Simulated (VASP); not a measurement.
Level of theory: PBE GGA, VASP's PBE PAW potentials (set 64) (plane waves; VASP).

Input for VASP

**POSCAR**
```
Pt
1
   -0.0000000000     1.9008805661     1.9008805661
    1.9008805661     0.0000000000     1.9008805661
    1.9008805661     1.9008805661     0.0000000000
Pt
1
Direct
  0.0000000000   0.0000000000   0.0000000000
```

### INCAR
```
! general
SYSTEM  = Pt
PREC    = Accurate
ENCUT   = 500
LREAL   = .False.   ! projection in real space or not
LASPH   = .True.   ! aspherical one-centre terms

! electronic loop
EDIFF   = 1E-6   ! SCF stop (eV)
NELM    = 100
ALGO    = Normal   ! blocked Davidson
LMAXMIX = 6   ! l cut-off of mixed one-centre charges

! smearing
ISMEAR  = 1
SIGMA   = 0.1   ! width (eV)

! functional
GGA     = PE   ! PBE

! ions
IBRION  = 2
NSW     = 40   ! most ionic steps
ISIF    = 3
EDIFFG  = -0.02   ! ionic stop
PSTRESS = 450   ! kbar

! output
LWAVE   = .False.
LCHARG  = .False.
```

**KPOINTS**
```
Automatic mesh
0
Gamma
16 16 16
0 0 0
```

POTCAR, in this order: Pt (PBE.64 set). Program: vasp_std.

What VASP printed:

### OSZICAR
```
       N       E                     dE             d eps       ncg     rms          rms(c)
DAV:   1     0.373970433169E+02    0.37397E+02   -0.55199E+03  2682   0.101E+03
DAV:   2    -0.580008847533E+01   -0.43197E+02   -0.41528E+02  2757   0.190E+02
DAV:   3    -0.622610928494E+01   -0.42602E+00   -0.42325E+00  3068   0.192E+01
DAV:   4    -0.622749481175E+01   -0.13855E-02   -0.13855E-02  3006   0.115E+00
DAV:   5    -0.622750259965E+01   -0.77879E-05   -0.77878E-05  3032   0.753E-02    0.171E+01
DAV:   6    -0.592251912653E+01    0.30498E+00   -0.64004E-01  2670   0.762E+00    0.917E+00
DAV:   7    -0.586928769291E+01    0.53231E-01   -0.19358E-01  2764   0.407E+00    0.251E+00
DAV:   8    -0.586502145470E+01    0.42662E-02   -0.94486E-03  2803   0.998E-01    0.482E-01
DAV:   9    -0.586490032928E+01    0.12113E-03   -0.87823E-05  2793   0.104E-01    0.143E-02
DAV:  10    -0.586490621212E+01   -0.58828E-05   -0.28870E-06  3226   0.139E-02    0.124E-03
DAV:  11    -0.586490634275E+01   -0.13063E-06   -0.48842E-08  1452   0.235E-03
   1 F= -.20066026E+01 E0= -.20064473E+01  d E =-.200660E+01
```

**OUTCAR**
```
------------------------ aborting loop because EDIFF is reached ----------------------------------------
  FORCE on cell =-STRESS in cart. coord.  units (eV):
  Direction    XX          YY          ZZ          XY          YZ          ZX
  --------------------------------------------------------------------------------------
  Total        3.8636391      3.8636391      3.8636391      0.0000000      0.0000000     -0.0000000
  in kB      450.6222611    450.6222611    450.6222611      0.0000000      0.0000000     -0.0000000
  external PRESSURE =       0.6222611 kB  Pullay stress =     450.0000000 kB
  volume of cell :       13.74
      direct lattice vectors                 reciprocal lattice vectors
     0.000000000  1.900880566  1.900880566    -0.263035989  0.263035989  0.263035989
     1.900880566  0.000000000  1.900880566     0.263035989 -0.263035989  0.263035989
     1.900880566  1.900880566  0.000000000     0.263035989  0.263035989 -0.263035989
 POSITION                                       TOTAL-FORCE (eV/Angst)
 -----------------------------------------------------------------------------------
      0.00000      0.00000      0.00000         0.000000      0.000000      0.000000
 -----------------------------------------------------------------------------------
    total drift:                               -0.000000     -0.000000     -0.000000
  FREE ENERGIE OF THE ION-ELECTRON SYSTEM (eV)
  ---------------------------------------------------
  free  energy   TOTEN  =        -5.8649063427 eV

  energy  without entropy=       -5.8644405216  energy(sigma->0) =       -5.86475107
  enthalpy is  TOTEN    =        -2.0066025580 eV   P V=        3.8583037847

 reached required accuracy - stopping structural energy minimisation
```
(Selected blocks of OUTCAR.)

The compound is Pt in the fcc structure. It was relaxed first under an external pressure of 45 GPa.
